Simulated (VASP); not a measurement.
The input files of a VASP run:

**POSCAR**
```
Pt
1
    0.0000000000     1.9992000000     1.9992000000
    1.9992000000     0.0000000000     1.9992000000
    1.9992000000     1.9992000000     0.0000000000
Pt
1
Direct
  0.0000000000   0.0000000000   0.0000000000
```

**INCAR**
```
SYSTEM = Pt
PREC = Accurate
ENCUT = 400
EDIFF = 1E-6
NELM = 5
ALGO = Normal
LREAL = .FALSE.
LASPH = .TRUE.
ISMEAR = 1
SIGMA = 0.1
GGA = PE
LMAXMIX = 6
LWAVE = .FALSE.
LCHARG = .FALSE.
ISIF = 2
```

File KPOINTS:
```
Automatic mesh
0
Gamma
12 12 12
0 0 0
```

POTCAR, in this order: Pt (PBE.64 set). Program: vasp_std.

Output

**standard output**
```
 POSCAR found type information on POSCAR Pt
 POSCAR found :  1 types and       1 ions
 Reading from existing POTCAR
 Reading from existing POTCAR
 LDA part: xc-table for (Slater+PW92), standard interpolation
 POSCAR, INCAR and KPOINTS ok, starting setup
 WAVECAR not read
 entering main loop
       N       E                     dE             d eps       ncg     rms          rms(c)
DAV:   1     0.233173308699E+02    0.23317E+02   -0.46430E+03  1536   0.804E+02
DAV:   2    -0.620873888925E+01   -0.29526E+02   -0.27705E+02  1353   0.150E+02
DAV:   3    -0.647143514808E+01   -0.26270E+00   -0.26210E+00  1603   0.139E+01
DAV:   4    -0.647226950641E+01   -0.83436E-03   -0.83431E-03  1488   0.819E-01
DAV:   5    -0.647227519555E+01   -0.56891E-05   -0.56903E-05  1432   0.625E-02

 -----------------------------------------------------------------------------
|                                                                             |
|           W    W    AA    RRRRR   N    N  II  N    N   GGGG   !!!           |
|           W    W   A  A   R    R  NN   N  II  NN   N  G    G  !!!           |
|           W    W  A    A  R    R  N N  N  II  N N  N  G       !!!           |
|           W WW W  AAAAAA  RRRRR   N  N N  II  N  N N  G  GGG   !            |
|           WW  WW  A    A  R   R   N   NN  II  N   NN  G    G                |
|           W    W  A    A  R    R  N    N  II  N    N   GGGG   !!!           |
|                                                                             |
|     The electronic self-consistency was not achieved in the given           |
|     number of steps (NELM). The forces and other quantities evaluated       |
|     might not be reliable so examine the results carefully. If you find     |
|     spurious results, we suggest increasing NELM, if you were close to      |
|     convergence or switching to a different ALGO or adjusting the           |
|     density mixing parameters otherwise.                                    |
|                                                                             |
 -----------------------------------------------------------------------------

   1 F= -.64722752E+01 E0= -.64716576E+01  d E =-.185265E-02
```

**OUTCAR**
```
------------------------ aborting loop EDIFF was not reached (unconverged)  ----------------------------
  FORCE on cell =-STRESS in cart. coord.  units (eV):
  Direction    XX          YY          ZZ          XY          YZ          ZX
  --------------------------------------------------------------------------------------
  Total      -10.7101489    -10.7101489    -10.7101489      0.0000000      0.0000000      0.0000000
  in kB    -1073.7603576  -1073.7603576  -1073.7603576      0.0000000      0.0000000      0.0000000
  external PRESSURE =   -1073.7603576 kB  Pullay stress =       0.0000000 kB
  volume of cell :       15.98
      direct lattice vectors                 reciprocal lattice vectors
     0.000000000  1.999200000  1.999200000    -0.250100040  0.250100040  0.250100040
     1.999200000  0.000000000  1.999200000     0.250100040 -0.250100040  0.250100040
     1.999200000  1.999200000  0.000000000     0.250100040  0.250100040 -0.250100040
 POSITION                                       TOTAL-FORCE (eV/Angst)
 -----------------------------------------------------------------------------------
      0.00000      0.00000      0.00000         0.000000      0.000000      0.000000
 -----------------------------------------------------------------------------------
    total drift:                                0.000000     -0.000000     -0.000000
  FREE ENERGIE OF THE ION-ELECTRON SYSTEM (eV)
  ---------------------------------------------------
  free  energy   TOTEN  =        -6.4722751955 eV

  energy  without entropy=       -6.4704225455  energy(sigma->0) =       -6.47165765
```
(Selected blocks of OUTCAR.)

Problem. Read input and log: which fault does this run have?
(A) simple mixing (IMIX = 1) with AMIX above 1 overshoots
(B) molecular dynamics (IBRION = 0) was asked for without POTIM
(C) NELM is too small, so the electronic loop ends before EDIFF is met
(D) NBANDS is too small to hold all electrons

Solution. C, NELM is too small, so the electronic loop ends before EDIFF is met. The run did not converge; its last values are not results. Against the sound run, the energy per atom (σ→0) decreases by 0.378 eV/atom; the pressure falls by 102.03 GPa.

To mend it, set NELM = 100.

The mended run (PBE GGA, plane waves, VASP's PBE PAW potentials (set 64)) converges, and its OSZICAR ends with
```
   1 F= -.60945944E+01 E0= -.60939170E+01  d E =-.203214E-02
```

The compound is Pt in the fcc structure. The cell was not relaxed at this level.
